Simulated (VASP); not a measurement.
Input:

```yaml
crystal:
  lattice:
    - [2.24000, -3.12000, 0.00000]
    - [2.24000, 3.12000, 0.00000]
    - [0.00000, 0.00000, 8.26000]
  atoms:
    - { symbol: Cl, position: [0.87700, 0.87700, 0.89700] }
    - { symbol: Cl, position: [0.62300, 0.62300, 0.39700] }
    - { symbol: Cl, position: [0.37700, 0.37700, 0.60300] }
    - { symbol: Cl, position: [0.12300, 0.12300, 0.10300] }
```

Level of theory: PBE GGA, VASP's PBE PAW potentials (set 64) (plane waves; VASP). Settings: 300 eV cut-off, 7×7×3 Γ-centred mesh, Fermi-Dirac smearing of 0.050 eV, potentials Cl.

At this cut-off the stress carries a Pulay error, which pulls relaxed volumes low.

Give the force on each atom (eV/Å).

```
atom      Fx     Fy      Fz
----  ------  -----  ------
Cl1    0.202  0.000   0.217
Cl2   -0.202  0.000   0.217
Cl3    0.202  0.000  -0.217
Cl4   -0.202  0.000  -0.217
```

Give the stress tensor in GPa (positive for a compressed cell).

```
-0.59   0.00   0.00
 0.00   0.79   0.00
 0.00   0.00  -1.43
```
The pressure is its mean diagonal, -0.41 GPa.

The structure is a typed Cl crystal (Cmce). The cell was not relaxed at this level.
